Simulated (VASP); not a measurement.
Given:

```yaml
crystal:
  lattice:
    - [4.48506, 0.00000, 0.00000]
    - [0.00000, 4.48506, 0.00000]
    - [0.00000, 0.00000, 16.67658]
  atoms:
    - { symbol: Y, position: [0.50000, 0.00000, 0.58025] }
    - { symbol: Y, position: [0.00000, 0.50000, 0.41975] }
    - { symbol: P, position: [0.00000, 0.00000, 0.50000] }
    - { symbol: P, position: [0.50000, 0.50000, 0.50000] }
```

All values below come from PBE GGA, VASP's PBE PAW potentials (set 64) (plane waves; VASP 6.6.1). Numerical set-up: 300 eV cut-off, 4×4×1 Γ-centred mesh, Gaussian smearing of 0.10 eV, potentials Y_sv P.

The cell holds a wide vacuum, so values per volume refer to the whole cell.

Question: Give the energies of bands 11 to 19 at the high-symmetry points, in eV from the Fermi level.

Answer: 
```csv
band,Γ,X,M
11,-4.31,-3.07,-4.64
12,-3.84,-3.07,-4.64
13,-3.84,-2.84,-1.64
14,-2.83,-2.84,-1.64
15,-0.67,-1.84,-0.30
16,-0.41,-1.84,-0.30
17,-0.22,0.13,0.87
18,-0.22,0.13,0.87
19,1.06,0.95,1.06
```

It has no gap at this level: it comes out as a metal or semimetal.

The cell is a sheet with vacuum, built from a generated structure.
